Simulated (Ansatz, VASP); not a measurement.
# AlPt3C in two plane-wave programs, part 2 of 2

One calculation is typed for both programs; each brings its own data sets. How far apart do they land? The cell is taken from a series of runs on this material, whose earlier steps may have relaxed, scaled, displaced or heated it; both programs get it as it stands.

VASP 6.6.1 and Ansatz 0.2.0.

So far. Step 3 (Ansatz: single point, PBEsol, pair 1): The run ends at a pressure of -0.03 GPa, with forces up to 0.33 eV/Å.

## 5. VASP: single point, PBEsol, pair 2

Level of this step: PBEsol; plane waves and PAW (Al, Pt, C) (VASP).

A single point gives forces, pressure and levels at one fixed geometry, so differences don't come from the geometry; what else differs is listed under the comparison.

INCAR reads:

```
SYSTEM = AlPt3C
PREC = Accurate
ENCUT = 600
EDIFF = 1E-06
NELM = 120
ISMEAR = 1
SIGMA = 0.2
LREAL = .FALSE.
ALGO = Normal
GGA = PS
NBANDS = 47
LASPH = .TRUE.
LORBIT = 11
LWAVE = .FALSE.
LCHARG = .FALSE.
ISIF = 2
GGA_COMPAT = .FALSE.
KPAR = 2
```

POSCAR reads:

```
AlPt3C
1.0
   -4.1327502067      0.0000000000      0.0000000000
    0.0000000000     -4.1327502067     -4.1327502067
    0.0000000000     -4.1327502067      4.1327502067
Al Pt C
2 6 2
Direct
    0.0000000000      0.0014910304      0.0000000000
    0.0000000000      0.4985089696      0.5000000000
    0.0000000000      0.0136878688      0.5000000000
    0.0000000000      0.4863121312      0.0000000000
    0.5000000000      0.2500000000      0.7500000000
    0.5000000000      0.7500000000      0.2500000000
    0.5000000000      0.2500000000      0.2500000000
    0.5000000000      0.7500000000      0.7500000000
    0.5000000000      0.9978698992      0.5000000000
    0.5000000000      0.5021301008      0.0000000000
```

KPOINTS reads:

```
Automatic mesh
0
Gamma
10 6 6
0 0 0
```

Potentials, in the order of the species: Al, Pt and C (PBE family, release 64).

Started as:

```sh
$ mpirun -np 2 vasp_std
```

Numbers of over 12 decimals in the logs are rounded to 6 here.

Output:

```text
[banner, memory and clock lines left out]
running    2 mpi-ranks, on    1 nodes
[...]
[... a notice as in an earlier step ...]

 LDA part: xc-table for (Slater+PW92), standard interpolation
 POSCAR, INCAR and KPOINTS ok, starting setup
[...]
entering main loop
       N       E                     dE             d eps       ncg     rms          rms(c)
DAV:   1     0.461297079766E+03    0.46130E+03   -0.39148E+04  9024   0.165E+03
DAV:   2    -0.429993317742E+02   -0.50430E+03   -0.47916E+03  9767   0.330E+02
DAV:   3    -0.715789171131E+02   -0.28580E+02   -0.27625E+02 11339   0.693E+01
DAV:   4    -0.722288223749E+02   -0.64991E+00   -0.64713E+00 10265   0.111E+01
[...]
DAV:  12    -0.674345282206E+02    0.33131E-04   -0.30862E-04 10213   0.104E-01    0.224E-02
DAV:  13    -0.674345261963E+02    0.20243E-05   -0.19198E-05 10503   0.299E-02    0.134E-02
DAV:  14    -0.674345257080E+02    0.48824E-06   -0.13941E-06  6365   0.695E-03
   1 F= -.67434526E+02 E0= -.67435430E+02  d E =0.271316E-02
```

From OUTCAR (step 5):

```text
  Total       -0.3630128      0.4101142      0.4101142      0.0000000      0.0934493      0.0000000
  in kB       -4.1198841      4.6544447      4.6544447      0.0000000      1.0605697      0.0000000
  external PRESSURE =       1.7296684 kB  Pullay stress =       0.0000000 kB

 POSITION                                       TOTAL-FORCE (eV/Angst)
 -----------------------------------------------------------------------------------
      0.00000     -0.00616     -0.00616         0.000000     -0.007427     -0.007427
      0.00000     -4.12659      0.00616         0.000000      0.007427      0.007427
      0.00000     -2.12294      2.00981         0.000000     -0.430669     -0.430669
      0.00000     -2.00981     -2.00981         0.000000      0.430669      0.430669
     -2.06638     -4.13275      2.06638         0.000000     -0.000000     -0.000000
     -2.06638     -4.13275     -2.06638         0.000000     -0.000000     -0.000000
     -2.06638     -2.06638      0.00000         0.000000     -0.000000     -0.000000
     -2.06638     -6.19913      0.00000         0.000000     -0.000000     -0.000000
     -2.06638     -6.19032     -2.05757         0.000000     -0.010332     -0.010332
     -2.06638     -2.07518     -2.07518         0.000000      0.010332      0.010332
 -----------------------------------------------------------------------------------
    total drift:                               -0.000000     -0.000000      0.000000

  FREE ENERGIE OF THE ION-ELECTRON SYSTEM (eV)
  ---------------------------------------------------
  free  energy   TOTEN  =       -67.4345257080 eV

  energy  without entropy=      -67.4372388701  energy(sigma->0) =      -67.43543010

[... 2 parts as in an earlier step ...]

[... 1 further part left out ...]
[key lines of the parts left out:]
E-fermi :  10.3013
```

The run ends at a pressure of 0.17 GPa, with forces up to 0.61 eV/Å.

## 6. Ansatz: single point, PBEsol, pair 2

The same cell, functional, mesh and smearing now go to Ansatz, which takes its cutoff from its data sets.

The cell is taken from a series of runs on this material, whose earlier steps may have relaxed, scaled, displaced or heated it; both programs get it as it stands.

input.yaml reads:

```yaml
crystal:
  lattice:
    - [-4.1327502067, 0.0, 0.0]
    - [0.0, -4.1327502067, -4.1327502067]
    - [0.0, -4.1327502067, 4.1327502067]
  atoms:
    - { symbol: Al, position: [1.0, 1.0014910304, 0.0] }
    - { symbol: Al, position: [1.0, 0.4985089696, 0.5] }
    - { symbol: Pt, position: [0.0, 0.0136878688, 0.5] }
    - { symbol: Pt, position: [0.0, 0.4863121312, 0.0] }
    - { symbol: Pt, position: [0.5, 0.25, 0.75] }
    - { symbol: Pt, position: [0.5, 0.75, 0.25] }
    - { symbol: Pt, position: [0.5, 0.25, 0.25] }
    - { symbol: Pt, position: [0.5, 0.75, 0.75] }
    - { symbol: C, position: [0.5, -0.0021301008, 0.5] }
    - { symbol: C, position: [0.5, 0.5021301008, 0.0] }
kpoints:
  mp_grid: { grid: [10, 6, 6] }
hamiltonian:
  xc: pbesol
  pseudopotentials: { kind: paw, azcp: { folder: soft_1 }, xc_functional: pbe }
scf:
  occupations: { method: methfessel_paxton, width: 0.2 }
output:
  forces: true
  stress: true
  eigenvalues: true
```

Started as:

```sh
$ ansatz run input.yaml --threads 4 --pin off --max-ram 10240MiB --backend cpu --events-out ev --progress --plain --runs-dir out
```

Output:

```text
[...]
Crystal: 10 atoms, lattice volume = 141.172 Å³
Basis set: ecut = 420 eV, 2729 PW (Γ), exchange–correlation on 60×80×80 points (8 copies of the dense FFT grid, shifted against one another)
Bands: 74, of which v1, the nominal top of the filled ones, is band 61 counted from 1 (60 counted from 0)
Symmetry: 8 space group operations
[...]
k-points: 96 of 360
[...]
k-point 0: bands = [... 57 lower, 17.3477, 17.3950, 17.4012, 17.8940, 17.8961, 19.4194, 19.4500, 19.4614, ... 9 higher]
  k-point 1: bands = [... 57 lower, 17.2516, 17.5277, 17.5721, 17.9055, 18.1077, 19.1375, 19.3082, 19.6862, ... 9 higher]
  k-point 2: bands = [... 57 lower, 17.0223, 17.8012, 17.9241, 18.0067, 18.5086, 18.8089, 18.9934, 20.3048, ... 9 higher]
  k-point 95: bands = [... 57 lower, 16.5929, 17.8586, 17.8586, 17.8809, 17.8809, 19.3088, 19.3088, 20.4885, ... 9 higher]
[key lines of the parts left out:]
SCF converged after 8 iterations
Free energy (F): -75852.950636 eV
Fermi energy:    18.346588 eV
P = ⅓ Tr σ = -0.0356 GPa (-0.356 kbar)
```

The run ends at a pressure of -0.04 GPa, with forces up to 0.61 eV/Å.

## 7. Comparison

What differs besides the data sets and the points named for the pairs above, as far as they apply: the data sets hold 122 valence electrons in Ansatz (on its PAW soft_1 files) and 74 in VASP. Total energies have different zeros and are not compared.

Compared:

```tsv
quantity	Ansatz	VASP	difference
pressure (GPa)	-0.04	0.17	-0.21
```

Forces (eV/Å; atoms numbered as in POSCAR):

```tsv
atom	Ansatz x, y, z	VASP x, y, z
Al1	0.000, -0.008, -0.008	0.000, -0.007, -0.007
Al2	0.000, 0.008, 0.008	0.000, 0.007, 0.007
Pt3	0.000, -0.429, -0.429	0.000, -0.431, -0.431
Pt4	0.000, 0.429, 0.429	0.000, 0.431, 0.431
Pt5	0.000, 0.000, 0.000	0.000, 0.000, 0.000
Pt6	0.000, 0.000, 0.000	0.000, 0.000, 0.000
Pt7	0.000, 0.000, 0.000	0.000, 0.000, 0.000
Pt8	0.000, 0.000, 0.000	0.000, 0.000, 0.000
C9	0.000, -0.009, -0.009	0.000, -0.010, -0.010
C10	0.000, 0.009, 0.009	0.000, 0.010, 0.010
```

The forces differ by 0.8 meV/Å r.m.s., which is 0.5 % of the r.m.s. force of 0.157 eV/Å (both taken over all components).

## 8. VASP: single point, PBEsol, pair 3

A single point gives forces, pressure and levels at one fixed geometry, so differences don't come from the geometry; what else differs is listed under the comparison.

INCAR is that of step 5.

POSCAR reads:

```
AlPt3C
1.0
   -4.1327502067      0.0000000000      0.0000000000
    0.0000000000     -4.1327502067     -4.1327502067
    0.0000000000     -4.1327502067      4.1327502067
Al Pt C
2 6 2
Direct
    0.0000000000      0.0026093032      0.0000000000
    0.0000000000      0.4973906968      0.5000000000
    0.0000000000      0.0239537703      0.5000000000
    0.0000000000      0.4760462297      0.0000000000
    0.5000000000      0.2500000000      0.7500000000
    0.5000000000      0.7500000000      0.2500000000
    0.5000000000      0.2500000000      0.2500000000
    0.5000000000      0.7500000000      0.7500000000
    0.5000000000      0.9962723236      0.5000000000
    0.5000000000      0.5037276764      0.0000000000
```

KPOINTS is that of step 5.

Started as:

```sh
$ mpirun -np 2 vasp_std
```

Output:

```text
[... set-up lines as in an earlier step ...]
 entering main loop
       N       E                     dE             d eps       ncg     rms          rms(c)
DAV:   1     0.461339818689E+03    0.46134E+03   -0.39152E+04  9024   0.165E+03
DAV:   2    -0.431564505939E+02   -0.50450E+03   -0.47932E+03  9782   0.330E+02
DAV:   3    -0.717145751110E+02   -0.28558E+02   -0.27635E+02 11322   0.693E+01
DAV:   4    -0.723642096392E+02   -0.64963E+00   -0.64704E+00 10327   0.112E+01
[...]
DAV:  12    -0.675245765523E+02    0.55539E-04   -0.57129E-04 10345   0.142E-01    0.467E-02
DAV:  13    -0.675245613429E+02    0.15209E-04   -0.77300E-05 10386   0.699E-02    0.147E-02
DAV:  14    -0.675245612359E+02    0.10706E-06   -0.71363E-06 10573   0.141E-02
   1 F= -.67524561E+02 E0= -.67525128E+02  d E =0.170113E-02
```

OUTCAR, selected parts (step 8):

```text
  Total       -1.1057317      0.7954409      0.7954409      0.0000000      0.2739717      0.0000000
  in kB      -12.5491087      9.0275738      9.0275738      0.0000000      3.1093447      0.0000000
  external PRESSURE =       1.8353463 kB  Pullay stress =       0.0000000 kB

 POSITION                                       TOTAL-FORCE (eV/Angst)
 -----------------------------------------------------------------------------------
      0.00000     -0.01078     -0.01078         0.000000     -0.010057     -0.010057
      0.00000     -4.12197      0.01078         0.000000      0.010057      0.010057
      0.00000     -2.16537      1.96738         0.000000     -0.611622     -0.611622
      0.00000     -1.96738     -1.96738         0.000000      0.611622      0.611622
     -2.06638     -4.13275      2.06638         0.000000      0.000000     -0.000000
     -2.06638     -4.13275     -2.06638         0.000000      0.000000     -0.000000
     -2.06638     -2.06638      0.00000         0.000000      0.000000     -0.000000
     -2.06638     -6.19913      0.00000         0.000000      0.000000     -0.000000
     -2.06638     -6.18372     -2.05097         0.000000     -0.051201     -0.051201
     -2.06638     -2.08178     -2.08178         0.000000      0.051201      0.051201
 -----------------------------------------------------------------------------------
    total drift:                               -0.000000     -0.000000      0.000000

  FREE ENERGIE OF THE ION-ELECTRON SYSTEM (eV)
  ---------------------------------------------------
  free  energy   TOTEN  =       -67.5245612359 eV

  energy  without entropy=      -67.5262623659  energy(sigma->0) =      -67.52512828

[... 2 parts as in an earlier step ...]

[... 1 further part left out ...]
[key lines of the parts left out:]
E-fermi :  10.2893
```

The run ends at a pressure of 0.18 GPa, with forces up to 0.86 eV/Å.

## 9. Ansatz: single point, PBEsol, pair 3

The same cell, functional, mesh and smearing now go to Ansatz, which takes its cutoff from its data sets.

The cell is taken from a series of runs on this material, whose earlier steps may have relaxed, scaled, displaced or heated it; both programs get it as it stands.

input.yaml reads:

```yaml
crystal:
  lattice:
    - [-4.1327502067, 0.0, 0.0]
    - [0.0, -4.1327502067, -4.1327502067]
    - [0.0, -4.1327502067, 4.1327502067]
  atoms:
    - { symbol: Al, position: [1.0, 1.0026093032, 0.0] }
    - { symbol: Al, position: [1.0, 0.4973906968, 0.5] }
    - { symbol: Pt, position: [0.0, 0.0239537703, 0.5] }
    - { symbol: Pt, position: [0.0, 0.4760462297, 0.0] }
    - { symbol: Pt, position: [0.5, 0.25, 0.75] }
    - { symbol: Pt, position: [0.5, 0.75, 0.25] }
    - { symbol: Pt, position: [0.5, 0.25, 0.25] }
    - { symbol: Pt, position: [0.5, 0.75, 0.75] }
    - { symbol: C, position: [0.5, -0.0037276764, 0.5] }
    - { symbol: C, position: [0.5, 0.5037276764, 0.0] }
kpoints:
  mp_grid: { grid: [10, 6, 6] }
hamiltonian:
  xc: pbesol
  pseudopotentials: { kind: paw, azcp: { folder: soft_1 }, xc_functional: pbe }
scf:
  occupations: { method: methfessel_paxton, width: 0.2 }
output:
  forces: true
  stress: true
  eigenvalues: true
  write_density: true
  write_potential: true
  elf: true
  volumetric_format: npy
```

Started as:

```sh
$ ansatz run input.yaml --threads 4 --pin off --max-ram 10240MiB --backend cpu --events-out ev --progress --plain --runs-dir out
```

Output:

```text
[...]
Crystal: 10 atoms, lattice volume = 141.172 Å³
Basis set: ecut = 420 eV, 2729 PW (Γ), exchange–correlation on 60×80×80 points (8 copies of the dense FFT grid, shifted against one another)
Bands: 74, of which v1, the nominal top of the filled ones, is band 61 counted from 1 (60 counted from 0)
Symmetry: 8 space group operations
[...]
k-points: 96 of 360
[...]
k-point 0: bands = [... 57 lower, 17.3204, 17.3969, 17.4207, 17.8931, 17.8994, 19.4822, 19.5161, 19.5228, ... 9 higher]
  k-point 1: bands = [... 57 lower, 17.1788, 17.5307, 17.6075, 17.9083, 18.0996, 19.1641, 19.4577, 19.7360, ... 9 higher]
  k-point 2: bands = [... 57 lower, 16.9190, 17.8030, 17.9260, 18.0799, 18.4998, 18.8243, 19.1292, 20.3416, ... 9 higher]
  k-point 95: bands = [... 57 lower, 16.6038, 17.7926, 17.7926, 17.8532, 17.8532, 19.2573, 19.2573, 20.5588, ... 9 higher]
[key lines of the parts left out:]
SCF converged after 8 iterations
Free energy (F): -75853.040315 eV
Fermi energy:    18.333961 eV
P = ⅓ Tr σ = -0.0189 GPa (-0.189 kbar)
```

The run ends at a pressure of -0.02 GPa, with forces up to 0.86 eV/Å.

## 10. Differences

What differs besides the data sets and the points named for the pairs above, as far as they apply: the data sets hold 122 valence electrons in Ansatz (on its PAW soft_1 files) and 74 in VASP. Total energies have different zeros and are not compared.

The two programs side by side:

```tsv
quantity	Ansatz	VASP	difference
pressure (GPa)	-0.02	0.18	-0.20
```

Forces (eV/Å; atoms numbered as in POSCAR):

```tsv
atom	Ansatz x, y, z	VASP x, y, z
Al1	0.000, -0.011, -0.011	0.000, -0.010, -0.010
Al2	0.000, 0.011, 0.011	0.000, 0.010, 0.010
Pt3	0.000, -0.609, -0.609	0.000, -0.612, -0.612
Pt4	0.000, 0.609, 0.609	0.000, 0.612, 0.612
Pt5	0.000, 0.000, 0.000	0.000, 0.000, 0.000
Pt6	0.000, 0.000, 0.000	0.000, 0.000, 0.000
Pt7	0.000, 0.000, 0.000	0.000, 0.000, 0.000
Pt8	0.000, 0.000, 0.000	0.000, 0.000, 0.000
C9	0.000, -0.049, -0.049	0.000, -0.051, -0.051
C10	0.000, 0.049, 0.049	0.000, 0.051, 0.051
```

The forces differ by 1.2 meV/Å r.m.s., which is 0.5 % of the r.m.s. force of 0.224 eV/Å (both taken over all components).

## 11. What came out

```
r.m.s. force difference (single point, PBEsol, pair 1) : 0.52 meV/Å
r.m.s. force difference (single point, PBEsol, pair 2) : 0.83 meV/Å
r.m.s. force difference (single point, PBEsol, pair 3) : 0.53 % of the r.m.s. force
```

What this shows: The r.m.s. force difference is 0.53 % of the r.m.s. force (single point, PBEsol, pair 3), within the 3 % picked in this series as the mark of a large difference. The data sets hold unlike numbers of valence electrons (122 in Ansatz and 74 in VASP), so part of the differences comes from the potentials. 2 further runs of this series are not shown here. How closely two codes agree says nothing of how well the functional describes the real material.

[Lines on the potential files, build, host, timing and source positions are cut from VASP's logs without a mark.]

[Logs are printed without paths, hosts, clocks, repeated set-up lines and the standing remarks that a program may print on its own settings, such as how far it seeks lower states.]

[Hosts, paths, dates, database ids (printed as entryN), source tags and the programs' standing remarks are cut or masked in the printed files.]
